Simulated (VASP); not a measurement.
Method: PBE GGA, VASP's PBE PAW potentials (set 64) (plane waves; VASP).

Input for VASP

File POSCAR:
```
Pt
1
   -0.0000000000     1.9597186338     1.9597186338
    1.9597186338     0.0000000000     1.9597186338
    1.9597186338     1.9597186338    -0.0000000000
Pt
1
Direct
  0.0000000000   0.0000000000   0.0000000000
```

### INCAR
```
ALGO=Normal
EDIFF=1E-6
EDIFFG=-0.02
ENCUT=500
GGA=PE
IBRION=2
ISIF=3
ISMEAR=1
LASPH=.TRUE.
LCHARG=.FALSE.
LMAXMIX=6
LREAL=.FALSE.
LWAVE=.FALSE.
NELM=100
NSW=40
PREC=Accurate
PSTRESS=100
SIGMA=0.1
SYSTEM=Pt
```

**KPOINTS**
```
Automatic mesh
0
Gamma
16 16 16
0 0 0
```

POTCAR, in this order: Pt (PBE.64 set). Program: vasp_std.

The resulting files:

File OUTCAR:
```
 ion  position               nearest neighbor table
   1  0.000  0.000  0.000-
  LATTYP: Found a face centered cubic cell.
 ALAT       =     3.9194372676
 Subroutine PRICEL returns:
 Original cell was already a primitive cell.
 Subroutine GETGRP returns: Found 48 space group operations
The static configuration has the point symmetry O_h .
The dynamic configuration has the point symmetry O_h .
 Subroutine INISYM returns: Found 48 space group operations
 Subroutine IBZKPT returns following result:
 Found    145 irreducible k-points:

 Following reciprocal coordinates:
            Coordinates               Weight
  0.000000  0.000000  0.000000      1.000000
  0.062500  0.000000  0.000000      8.000000
  0.125000  0.000000  0.000000      8.000000
  0.187500  0.000000  0.000000      8.000000
  0.250000  0.000000  0.000000      8.000000
  0.312500  0.000000  0.000000      8.000000
  0.375000  0.000000  0.000000      8.000000
  0.437500  0.000000  0.000000      8.000000
  0.500000  0.000000  0.000000      4.000000
  0.062500  0.062500  0.000000      6.000000
  0.125000  0.062500  0.000000     24.000000
  0.187500  0.062500  0.000000     24.000000
  0.250000  0.062500  0.000000     24.000000
  0.312500  0.062500  0.000000     24.000000
  0.375000  0.062500  0.000000     24.000000
  0.437500  0.062500  0.000000     24.000000
  0.500000  0.062500  0.000000     24.000000
 -0.437500  0.062500  0.000000     24.000000
 -0.375000  0.062500  0.000000     24.000000
 -0.312500  0.062500  0.000000     24.000000
 -0.250000  0.062500  0.000000     24.000000
 -0.187500  0.062500  0.000000     24.000000
 -0.125000  0.062500  0.000000     24.000000
 -0.062500  0.062500  0.000000     12.000000
  0.125000  0.125000  0.000000      6.000000
...
```

**OSZICAR**
```
       N       E                     dE             d eps       ncg     rms          rms(c)
DAV:   1     0.334516015035E+02    0.33452E+02   -0.54247E+03  2794   0.999E+02
DAV:   2    -0.606576717032E+01   -0.39517E+02   -0.37910E+02  2746   0.181E+02
DAV:   3    -0.645650046058E+01   -0.39073E+00   -0.37974E+00  3113   0.179E+01
DAV:   4    -0.645769739595E+01   -0.11969E-02   -0.11967E-02  2992   0.105E+00
DAV:   5    -0.645770537797E+01   -0.79820E-05   -0.79825E-05  2973   0.768E-02    0.130E+01
DAV:   6    -0.612339952919E+01    0.33431E+00   -0.85502E-01  2672   0.848E+00    0.688E+00
DAV:   7    -0.608244806150E+01    0.40951E-01   -0.16379E-01  2775   0.361E+00    0.252E+00
DAV:   8    -0.607890955423E+01    0.35385E-02   -0.61155E-03  2793   0.773E-01    0.503E-01
DAV:   9    -0.607875209915E+01    0.15746E-03   -0.10796E-04  2806   0.108E-01    0.142E-02
DAV:  10    -0.607875745435E+01   -0.53552E-05   -0.25766E-06  3078   0.140E-02    0.239E-03
DAV:  11    -0.607875748652E+01   -0.32177E-07   -0.39050E-08  1407   0.207E-03
   1 F= -.51392493E+01 E0= -.51389710E+01  d E =-.513925E+01
```

File OUTCAR:
```
------------------------ aborting loop because EDIFF is reached ----------------------------------------
  FORCE on cell =-STRESS in cart. coord.  units (eV):
  Direction    XX          YY          ZZ          XY          YZ          ZX
  --------------------------------------------------------------------------------------
  Total        0.9307341      0.9307341      0.9307341     -0.0000000     -0.0000000      0.0000000
  in kB       99.0660905     99.0660905     99.0660905     -0.0000000     -0.0000000      0.0000000
  external PRESSURE =      -0.9339095 kB  Pullay stress =     100.0000000 kB
  volume of cell :       15.05
      direct lattice vectors                 reciprocal lattice vectors
     0.000000000  1.959718634  1.959718634    -0.255138667  0.255138667  0.255138667
     1.959718634  0.000000000  1.959718634     0.255138667 -0.255138667  0.255138667
     1.959718634  1.959718634  0.000000000     0.255138667  0.255138667 -0.255138667
 POSITION                                       TOTAL-FORCE (eV/Angst)
 -----------------------------------------------------------------------------------
      0.00000      0.00000      0.00000         0.000000      0.000000      0.000000
 -----------------------------------------------------------------------------------
    total drift:                               -0.000000     -0.000000     -0.000000
  FREE ENERGIE OF THE ION-ELECTRON SYSTEM (eV)
  ---------------------------------------------------
  free  energy   TOTEN  =        -6.0787574865 eV

  energy  without entropy=       -6.0779225297  energy(sigma->0) =       -6.07847917
  enthalpy is  TOTEN    =        -5.1392492766 eV   P V=        0.9395082099

 reached required accuracy - stopping structural energy minimisation
```
(Selected blocks of OUTCAR.)

The compound is Pt in the fcc structure. It was relaxed first under an external pressure of 10 GPa.
